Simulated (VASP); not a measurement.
Input:

ZnSe is taken in the cubic space group F-43m (No. 216), the zinc blende structure, Pearson symbol cF8. Cell: a = b = c = 5.734 Å, α = β = γ = 90.00°. Zn on 4a sees 4 Se at 2.483 Å (tetrahedral). Se on 4d has 4 Zn at 2.483 Å (tetrahedral). (Neighbours: up to the widest gap in distance over summed covalent radii, below 1.35, at either atom; cation-cation and far metal-metal contacts left out.)
(The calculation used a cell of 2 atoms; values per cell refer to that cell.)

Level of theory: PBE GGA, VASP's PBE PAW potentials (set 64) (plane waves; VASP). Run with 480 eV cut-off, 8×8×8 Γ-centred mesh, Gaussian smearing of 0.050 eV, potentials Zn Se.

Each relaxation starts from this cell; other phases were not tried.

The cell is relaxed at 5 GPa. What happens?

The volume per atom goes from 23.57 to 21.94 Å³ (-6.9 %), and the cell becomes a = b = c = 5.599 Å, α = β = γ = 90.00°, space group F-43m. The gap on the mesh goes from 1.15 to 1.44 eV.

Failed runs are left out, and for metals the shear rows, which the mesh's noise covers.

The compound is ZnSe in the zinc blende structure.
